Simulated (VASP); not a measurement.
These are PBE GGA, VASP's PBE PAW potentials (set 64) (plane waves; VASP) values and carry that method's errors.

The input files of a VASP run:

INCAR:
```
LCHARG=.FALSE.
LASPH=.TRUE.
LWAVE=.FALSE.
NSW=40   ! most ionic steps
EDIFFG=-0.01   ! ionic stop
ISIF=3   ! ions, shape and volume
EDIFF=1E-7   ! SCF stop (eV)
SIGMA=0.1
ENCUT=480
LMAXMIX=6   ! l cut-off of mixed one-centre charges
SYSTEM=PtAl2
LREAL=.FALSE.   ! projection in real space or not
IBRION=2
PREC=Accurate
GGA=PE   ! PBE
ISMEAR=1
PSTRESS=100   ! kbar
ALGO=Normal   ! blocked Davidson
NELM=100   ! most electronic steps
```

File POSCAR:
```
PtAl2
1.0
  0.0000000000   2.9069775937   2.9069775937
  2.9069775937   0.0000000000   2.9069775937
  2.9069775937   2.9069775937   0.0000000000
Al Pt
2 1
Cart
  1.4534887969   1.4534887969   1.4534887969
  4.3604663906   4.3604663906   4.3604663906
  5.8139551874   5.8139551874   5.8139551874
```

File KPOINTS:
```
Regular mesh
0
Gamma
 8 8 8
```

POTCAR, in this order: Al Pt (PBE.64 set). Program: vasp_std.

Output

File OSZICAR:
```
       N       E                     dE             d eps       ncg     rms          rms(c)
DAV:   1     0.509750425966E+02    0.50975E+02   -0.65620E+03   696   0.107E+03
DAV:   2    -0.146945267940E+02   -0.65670E+02   -0.59240E+02   820   0.188E+02
DAV:   3    -0.167194595250E+02   -0.20249E+01   -0.19780E+01   864   0.321E+01
DAV:   4    -0.167361220373E+02   -0.16663E-01   -0.16655E-01   852   0.355E+00
DAV:   5    -0.167363742089E+02   -0.25217E-03   -0.25217E-03   864   0.457E-01    0.943E+00
DAV:   6    -0.162469153707E+02    0.48946E+00   -0.24704E+00   784   0.157E+01    0.245E+00
DAV:   7    -0.161694376413E+02    0.77478E-01   -0.17591E-01   768   0.431E+00    0.180E+00
DAV:   8    -0.161389561198E+02    0.30482E-01   -0.27047E-02   812   0.165E+00    0.250E-01
DAV:   9    -0.161389431993E+02    0.12920E-04   -0.19682E-03   824   0.442E-01    0.162E-01
DAV:  10    -0.161390683142E+02   -0.12511E-03   -0.33318E-04   780   0.158E-01    0.169E-02
DAV:  11    -0.161390650029E+02    0.33113E-05   -0.16379E-05   852   0.436E-02    0.766E-03
DAV:  12    -0.161390663697E+02   -0.13668E-05   -0.45485E-06   748   0.167E-02    0.253E-03
DAV:  13    -0.161390663051E+02    0.64522E-07   -0.68866E-07   848   0.859E-03
   1 F= -.13072556E+02 E0= -.13072893E+02  d E =-.130726E+02
```

**OUTCAR**
```
------------------------ aborting loop because EDIFF is reached ----------------------------------------
  FORCE on cell =-STRESS in cart. coord.  units (eV):
  Direction    XX          YY          ZZ          XY          YZ          ZX
  --------------------------------------------------------------------------------------
  Total        3.0603732      3.0603732      3.0603732      0.0000000     -0.0000000     -0.0000000
  in kB       99.7998595     99.7998595     99.7998595      0.0000000     -0.0000000     -0.0000000
  external PRESSURE =      -0.2001405 kB  Pullay stress =     100.0000000 kB
  volume of cell :       49.13
      direct lattice vectors                 reciprocal lattice vectors
     0.000000000  2.906977594  2.906977594    -0.171999950  0.171999950  0.171999950
     2.906977594  0.000000000  2.906977594     0.171999950 -0.171999950  0.171999950
     2.906977594  2.906977594  0.000000000     0.171999950  0.171999950 -0.171999950
 POSITION                                       TOTAL-FORCE (eV/Angst)
 -----------------------------------------------------------------------------------
      1.45349      1.45349      1.45349        -0.000000     -0.000000     -0.000000
      4.36047      4.36047      4.36047         0.000000      0.000000      0.000000
      0.00000      0.00000      0.00000         0.000000      0.000000      0.000000
 -----------------------------------------------------------------------------------
    total drift:                                0.000000     -0.000000     -0.000000
  FREE ENERGIE OF THE ION-ELECTRON SYSTEM (eV)
  ---------------------------------------------------
  free  energy   TOTEN  =       -16.1390663051 eV

  energy  without entropy=      -16.1400774388  energy(sigma->0) =      -16.13940335
  enthalpy is  TOTEN    =       -13.0725557331 eV   P V=        3.0665105721

 reached required accuracy - stopping structural energy minimisation
```
(Selected blocks of OUTCAR.)

The compound is PtAl2 in the fluorite structure. It was relaxed first under an external pressure of 10 GPa.
